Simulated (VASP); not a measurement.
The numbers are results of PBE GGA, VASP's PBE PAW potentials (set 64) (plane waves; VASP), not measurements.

VASP input:

### INCAR
```
SYSTEM  =  SbW
EDIFF  =  1E-6
ALGO  =  Normal   ! blocked Davidson
LWAVE  =  F
ISMEAR  =  0
LASPH  =  T   ! aspherical one-centre terms
LCHARG  =  F
LREAL  =  F
GGA  =  PE   ! PBE
LMAXMIX  =  6   ! l cut-off of mixed one-centre charges
NELM  =  100
ENCUT  =  300   ! plane-wave cut-off (eV)
ISIF  =  2   ! forces and stress, cell fixed
PREC  =  Accurate
SIGMA  =  0.272
```

File KPOINTS:
```
K-points
0
G
 3 3 3
```

File POSCAR:
```
SbW
1
    5.7948600000     0.0000000000     0.0000000000
   -2.8974300000     5.0184960000     0.0000000000
    0.0000000000     0.0000000000     4.6759550000
W Sb
3 3
Direct
  0.5000000000   0.0000000000   0.0000000000
  0.5000000000   0.5000000000   0.0000000000
  0.0000000000   0.5000000000   0.0000000000
  0.0000000000   0.0000000000   0.0000000000
  0.3333330000   0.6666670000   0.5000000000
  0.6666670000   0.3333330000   0.5000000000
```

POTCAR, in this order: W_sv Sb (PBE.64 set). Program: vasp_std.

The run wrote:

OUTCAR:
```
 ion  position               nearest neighbor table
   1  0.500  0.000  0.000-   5 2.87   6 2.87   5 2.87   6 2.87   4 2.90   4 2.90   2 2.90   2 2.90
                             3 2.90   3 2.90
   2  0.500  0.500  0.000-   5 2.87   6 2.87   5 2.87   6 2.87   3 2.90   3 2.90   4 2.90   1 2.90
                             1 2.90   4 2.90
   3  0.000  0.500  0.000-   5 2.87   6 2.87   5 2.87   6 2.87   2 2.90   2 2.90   4 2.90   4 2.90
                             1 2.90   1 2.90
   4  0.000  0.000  0.000-   1 2.90   1 2.90   3 2.90   3 2.90   2 2.90   2 2.90
   5  0.333  0.667  0.500-   3 2.87   3 2.87   1 2.87   1 2.87   2 2.87   2 2.87   6 3.35   6 3.35
                             6 3.35
   6  0.667  0.333  0.500-   3 2.87   3 2.87   1 2.87   1 2.87   2 2.87   2 2.87   5 3.35   5 3.35
                             5 3.35
  LATTYP: Found a hexagonal cell.
 ALAT       =     5.7948600000
 C/A-ratio  =     0.8069142309
 Subroutine PRICEL returns:
 Original cell was already a primitive cell.
 Subroutine GETGRP returns: Found 24 space group operations
The static configuration has the point symmetry D_6h.
The dynamic configuration has the point symmetry D_6h.
 Subroutine INISYM returns: Found 24 space group operations
 Subroutine IBZKPT returns following result:
 Found      6 irreducible k-points:

 Following reciprocal coordinates:
            Coordinates               Weight
  0.000000  0.000000  0.000000      1.000000
  0.333333  0.000000  0.000000      6.000000
  0.333333  0.333333  0.000000      2.000000
  0.000000  0.000000  0.333333      2.000000
  0.333333  0.000000  0.333333     12.000000
  0.333333  0.333333  0.333333      4.000000
   k-points           NKPTS =      6   k-points in BZ     NKDIM =      6   number of bands    NBANDS=     34
   number of dos      NEDOS =    301   number of ions     NIONS =      6
   total plane-waves  NPLWV =  36288
   dimension x,y,z NGX =    36 NGY =   36 NGZ =   28
   dimension x,y,z NGXF=    72 NGYF=   72 NGZF=   56
   ions per type =               3   3
   PREC   = accura    normal or accurate (medium, high low for compatibility)
   ISTART =      0    job   : 0-new  1-cont  2-samecut
   ICHARG =      2    charge: 1-file 2-atom 10-const
   ISPIN  =      1    spin polarized calculation?
   LNONCOLLINEAR =      F non collinear calculations
   LSORBIT =      F    spin-orbit coupling
   INIWAV =      1    electr: 0-lowe 1-rand  2-diag
   ENCUT  =  300.0 eV  22.05 Ry    4.70 a.u.   8.18  8.18  6.60*2*pi/ulx,y,z
   NELM   =    100;   NELMIN=  2; NELMDL= -5     # of ELM steps
   EDIFF  = 0.1E-05   stopping-criterion for ELM
   LREAL  =      F    real-space projection
   NLSPLINE    = F    spline interpolate recip. space projectors
   LMAXMIX     =    6 max onsite mixed and CHGCAR
   VOSKOWN=      0    Vosko Wilk Nusair interpolation
   EDIFFG = 0.1E-04   stopping-criterion for IOM
   NSW    =      0    number of steps for IOM
   NBLOCK =      1;   KBLOCK =      1    inner block; outer block
   IBRION =     -1    ionic relax: 0-MD 1-quasi-New 2-CG
   NFREE  =      0    steps in history (QN), initial steepest desc. (CG)
   ISIF   =      2    stress and relaxation
   ISYM   =      2    0-nonsym 1-usesym 2-fastsym
   TEIN   =    0.0    initial temperature
   TEBEG  =    0.0;   TEEND  =   0.0 temperature during run
   SMASS  =  -3.00    Nose mass-parameter (am)
   PSTRESS=    0.0 pullay stress
   NELECT =      57.0000    total number of electrons
   EFERMI =   0.00;   METHOD = LEGACY
   ISMEAR =     0;   SIGMA  =   0.27  broadening in eV -4-tet -1-fermi 0-gaus
   IALGO  =     38    algorithm
   LDIAG  =      T    sub-space diagonalisation (order eigenvalues)
   IMIX   =      4    mixing-type and parameters
     AMIX     =   0.40;   BMIX     =  1.00
     AMIX_MAG =   1.60;   BMIX_MAG =  1.00
     AMIN     =   0.10
   GGA     = PE    functional components
   VOSKOWN =     0    Vosko Wilk Nusair interpolation
   LHFCALC =     F    Hartree Fock is set to
...
```

File OSZICAR:
```
       N       E                     dE             d eps       ncg     rms          rms(c)
DAV:   1     0.478676555337E+03    0.47868E+03   -0.23811E+04   488   0.107E+03
DAV:   2    -0.223661630652E+02   -0.50104E+03   -0.49400E+03   502   0.379E+02
DAV:   3    -0.482285387179E+02   -0.25862E+02   -0.25186E+02   502   0.840E+01
DAV:   4    -0.490439471422E+02   -0.81541E+00   -0.81024E+00   576   0.148E+01
DAV:   5    -0.490687956133E+02   -0.24848E-01   -0.24786E-01   542   0.209E+00    0.268E+01
DAV:   6    -0.478242441968E+02    0.12446E+01   -0.52479E+00   524   0.122E+01    0.998E+00
DAV:   7    -0.475376724045E+02    0.28657E+00   -0.17357E+00   544   0.397E+00    0.436E+00
DAV:   8    -0.474575696087E+02    0.80103E-01   -0.36189E-01   498   0.298E+00    0.631E-01
DAV:   9    -0.474556239491E+02    0.19457E-02   -0.16795E-02   546   0.608E-01    0.364E-01
DAV:  10    -0.474554522573E+02    0.17169E-03   -0.19574E-03   500   0.263E-01    0.110E-01
DAV:  11    -0.474555176253E+02   -0.65368E-04   -0.17809E-04   526   0.782E-02    0.244E-02
DAV:  12    -0.474555243745E+02   -0.67492E-05   -0.29170E-05   488   0.226E-02    0.842E-03
DAV:  13    -0.474555253757E+02   -0.10012E-05   -0.64136E-06   438   0.940E-03    0.398E-03
DAV:  14    -0.474555253477E+02    0.27972E-07   -0.11553E-06   296   0.462E-03
   1 F= -.47455525E+02 E0= -.47352797E+02  d E =-.205456E+00
```

File OUTCAR:
```
------------------------ aborting loop because EDIFF is reached ----------------------------------------
  FORCE on cell =-STRESS in cart. coord.  units (eV):
  Direction    XX          YY          ZZ          XY          YZ          ZX
  --------------------------------------------------------------------------------------
  Total       -6.0509161     -6.0509161     -4.4859829      0.0000000      0.0000000      0.0000000
  in kB      -71.2926663    -71.2926671    -52.8544244      0.0000000      0.0000000      0.0000000
  external PRESSURE =     -65.1465859 kB  Pullay stress =       0.0000000 kB
  volume of cell :      135.98
      direct lattice vectors                 reciprocal lattice vectors
     5.794860000  0.000000000  0.000000000     0.172566723  0.099631443  0.000000000
    -2.897430000  5.018496000  0.000000000     0.000000000  0.199262887  0.000000000
     0.000000000  0.000000000  4.675955000     0.000000000  0.000000000  0.213860056
 POSITION                                       TOTAL-FORCE (eV/Angst)
 -----------------------------------------------------------------------------------
      2.89743      0.00000      0.00000        -0.000000      0.000000     -0.000000
      1.44871      2.50925      0.00000        -0.000000      0.000000     -0.000000
     -1.44871      2.50925      0.00000        -0.000000      0.000000     -0.000000
      0.00000      0.00000      0.00000        -0.000000      0.000000     -0.000000
     -0.00000      3.34567      2.33798         0.000000     -0.000000      0.000000
      2.89743      1.67283      2.33798        -0.000000      0.000000     -0.000000
 -----------------------------------------------------------------------------------
    total drift:                               -0.000000      0.000000     -0.000000
  FREE ENERGIE OF THE ION-ELECTRON SYSTEM (eV)
  ---------------------------------------------------
  free  energy   TOTEN  =       -47.4555253477 eV

  energy  without entropy=      -47.2500694213  energy(sigma->0) =      -47.35279738
```
(Selected blocks of OUTCAR.)

At this cut-off the stress carries a Pulay error, which pulls relaxed volumes low.

The structure was generated: SbW was put into an ordered model structure, which need not be its known phase. The cell was not relaxed at this level. The k-mesh is coarse (spacing up to 0.45 per Å, 2π included), so the numbers may not be converged in it. The electron count is odd and the run is not spin-polarised, which forces a metal.
